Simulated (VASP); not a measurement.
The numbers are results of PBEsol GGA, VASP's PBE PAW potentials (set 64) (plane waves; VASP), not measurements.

VASP input:

**INCAR**
```
! general
SYSTEM  = Re
PREC    = Accurate
ENCUT   = 500
LREAL   = .FALSE.
LASPH   = .TRUE.

! electronic loop
EDIFF   = 1E-6
NELM    = 100
ALGO    = Normal
LMAXMIX = 6

! smearing
ISMEAR  = 1
SIGMA   = 0.1

! functional
GGA     = PS

! ions
IBRION  = 2
NSW     = 40
ISIF    = 3
EDIFFG  = -0.02
PSTRESS = 200

! output
LWAVE   = .FALSE.
LCHARG  = .FALSE.
```

### POSCAR
```
Re
1
    1.3633941588    -2.3614678408     0.0000000000
    1.3633941588     2.3614678408     0.0000000000
    0.0000000000     0.0000000000     4.4172417905
Re
2
Direct
  0.3333330000   0.6666670000   0.2500000000
  0.6666670000   0.3333330000   0.7500000000
```

### KPOINTS
```
Automatic mesh
0
Gamma
15 15 8
0 0 0
```

POTCAR, in this order: Re (PBE.64 set). Program: vasp_std.

Energy and stress use the plane-wave basis of the starting cell. Unless said otherwise, spin-orbit coupling is left out, though it shifts the bands of the heavy elements here.

Estimate the energy per atom (σ→0), volume per atom, band gap (on the k-mesh).

```yaml
energy per atom (σ→0): -13.331 eV/atom
band gap (on the k-mesh): none (metal, semimetal or under 0.01 eV)
volume_per_atom: 13.92 Å^3/atom
```

**OSZICAR**
```
...
DAV:   8    -0.266665116076E+02    0.16378E-07   -0.10607E-06  2153   0.181E-02
   3 F= -.23187595E+02 E0= -.23187675E+02  d E =-.196256E-01
       N       E                     dE             d eps       ncg     rms          rms(c)
DAV:   1    -0.266629039536E+02    0.36077E-02   -0.37249E-03  3056   0.383E+00    0.208E-01
DAV:   2    -0.266628877701E+02    0.16184E-04   -0.43997E-05  4944   0.245E-01    0.785E-02
DAV:   3    -0.266628815077E+02    0.62624E-05   -0.16058E-05  4427   0.140E-01    0.794E-03
DAV:   4    -0.266628816217E+02   -0.11398E-06   -0.62618E-08  1884   0.103E-02
   4 F= -.23187662E+02 E0= -.23187736E+02  d E =-.196923E-01
```

The compound is Re in the hcp structure. This run relaxes it under an external pressure of 20 GPa. Symmetry was kept, so distortions that lower it aren't found.
